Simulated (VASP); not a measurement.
Crystal: In3SbTe4.

```
Te Sb In
1.0
    -4.17012    4.17012    3.60657
     4.17012   -4.17012    3.60657
     4.17012    4.17012   -3.60657
Te Sb In
4 1 3
Direct
  0.44095 0.55905 0.50000
  0.05905 0.94095 0.50000
  0.55905 0.05905 0.11810
  0.94095 0.44095 0.88190
  0.00000 0.00000 0.00000
  0.00000 0.50000 0.50000
  0.50000 0.00000 0.50000
  0.50000 0.50000 0.00000
```

The cell comes from a database or a generator and needn't be the stable form of this composition.

```yaml
Program: VASP 6.6.1
Task: single point
Functional: PBE
Potentials_or_basis: VASP PAW PBE potentials, release 64 (Te, Sb, In_d)
Cutoff: 520 eV
k_mesh: 5 × 5 × 5
Occupations: fermi-dirac, width 0.05 eV
Spin: no spin polarisation
```

On this cell: pressure 0.2 GPa; largest force 0.129 eV/Å; band gap on the k mesh none (metal or under the smearing width).

The same run follows on a disturbed copy (atoms moved at random, drawn with an rms of 0.05 Å):

```
Te Sb In
1.0
    -4.17012    4.17012    3.60657
     4.17012   -4.17012    3.60657
     4.17012    4.17012   -3.60657
Te Sb In
4 1 3
Direct
  0.43430 0.55290 0.50052
  0.05895 0.93680 0.49857
  0.55456 0.05391 0.11446
  0.93995 0.43730 0.87822
  0.00469 0.00579 0.00565
  0.00636 0.50190 0.50587
  0.48842 0.98706 0.48991
  0.50901 0.50001 0.00167
```

Problem. What changes?

Solution. The energy (extrapolated to zero smearing) moves by +3.7 meV/atom; pressure 0.3 GPa; largest force 0.395 eV/Å; band gap on the k mesh none (metal or under the smearing width).

Forces in eV/Å, atoms in the order of the input:
```
Te  -0.299  0.220  0.136
Te   0.210 -0.202 -0.083
Te   0.003  0.016  0.138
Te   0.045  0.079 -0.229
Sb   0.016 -0.001  0.033
In  -0.034 -0.253 -0.279
In   0.050  0.164  0.291
In   0.009 -0.023 -0.007
```

Stress tensor (GPa, compression positive):
```
 0.12 -0.34 -0.49
-0.34  0.10 -0.20
-0.49 -0.20  0.73
```
